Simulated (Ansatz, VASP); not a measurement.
Two plane-wave programs on OsC6

```
Os C
1.0
     0.00000    3.20106    3.20106
     3.20106    0.00000    3.20106
     3.20106    3.20106    0.00000
Os C
1 6
Direct
  0.00000 0.00000 0.00000
  0.32221 0.67779 0.67779
  0.67779 0.32221 0.32221
  0.67779 0.32221 0.67779
  0.32221 0.67779 0.32221
  0.67779 0.67779 0.32221
  0.32221 0.32221 0.67779
```

Alike in both runs: functional PBE; k mesh 8 × 8 × 8; occupations gaussian, width 0.02 eV; no spin polarisation.

Ansatz relaxed the structure, and its values are those at the end. VASP's run is a single point on that final structure, the one shown.

```csv
,VASP,Ansatz
version,VASP 6.6.1,Ansatz 0.2.0
potentials or method,"VASP PAW PBE potentials, release 64 (Os, C)","scalar-relativistic, plane waves, PAW"
plane-wave cutoff (eV),520,420
valence electrons in the cell,32,40
```

VASP gave:

| Quantity | Value |
| --- | --- |
| gap on the k mesh at the Fermi level (eV) | 0.96 |
| least direct gap on the mesh (eV) | 0.96 |
| pressure (GPa) | 1.0 |
| rms of the force components (eV/Å) | 0.016 |

Estimate Ansatz's values.

gap on the k mesh at the Fermi level (eV): 0.93; least direct gap on the mesh (eV): 0.93; pressure (GPa): 0.0; rms of the force components (eV/Å): 0.000.

The two sets of potentials don't hold the same shells in valence.

Caveats: spin-orbit coupling is left out, which moves the levels of the heavy elements. A k mesh can miss the band edges.
